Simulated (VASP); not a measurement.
Computed with vdW-DF-cx, VASP's PBE PAW potentials (set 64) (plane waves; VASP 6.6.1).

VASP ran on this input.

### INCAR
```
! general
SYSTEM  =WS2
PREC    =Accurate
ENCUT   =520
LREAL   =F
LASPH   =T

! electronic loop
EDIFF   =1E-7
NELM    =100
ALGO    =Normal
LMAXMIX =6

! smearing
ISMEAR  =0
SIGMA   =0.05

! functional
GGA     =CX
LUSE_VDW=T
AGGAC   =0.0

! ions
IBRION  =2
NSW     =30
ISIF    =4
EDIFFG  =-0.01

! output
LWAVE   =F
LCHARG  =F
```

**POSCAR**
```
WS2
1.0
  1.5444734983  -2.6751065486   0.0000000000
  1.5444734983   2.6751065486   0.0000000000
  0.0000000000   0.0000000000  12.1020308105
W S
2 4
Cartesian
  1.5444734983   0.8917039663   3.0255077026
  1.5444734983  -0.8917039663   9.0765231079
  1.5444734983   0.8917039663  10.6219690052
  1.5444734983  -0.8917039663   4.5709536000
  1.5444734983  -0.8917039663   1.4800618053
  1.5444734983   0.8917039663   7.5310772105
```

File KPOINTS:
```
kpoints
0
gamma
  8 8 2
0 0 0
```

POTCAR, in this order: W_sv S (PBE.64 set). Program: vasp_std.

Question: What does the run give for the energy per atom (σ→0)?

Answer: 
The energy per atom (σ→0) comes out as -6.112 eV/atom.

### OSZICAR
```
...
       N       E                     dE             d eps       ncg     rms          rms(c)
DAV:   1    -0.366701212844E+02   -0.68903E-04   -0.19380E-03  1296   0.312E-01    0.394E-02
DAV:   2    -0.366700859348E+02    0.35350E-04   -0.25437E-04  1516   0.827E-02    0.325E-02
DAV:   3    -0.366700787899E+02    0.71449E-05   -0.30772E-05  1487   0.322E-02    0.150E-02
DAV:   4    -0.366700755211E+02    0.32689E-05   -0.10225E-05  1538   0.166E-02    0.113E-02
DAV:   5    -0.366700750838E+02    0.43723E-06   -0.14329E-06  1607   0.702E-03    0.517E-03
DAV:   6    -0.366700750717E+02    0.12139E-07   -0.29557E-07  1114   0.313E-03
   8 F= -.36670075E+02 E0= -.36670075E+02  d E =-.390684E-04
```

The compound is WS2 in the 2H layered structure. This cell is one point of a volume scan, at 0.94 of the reference volume. Symmetry was kept, so distortions that lower it aren't found.
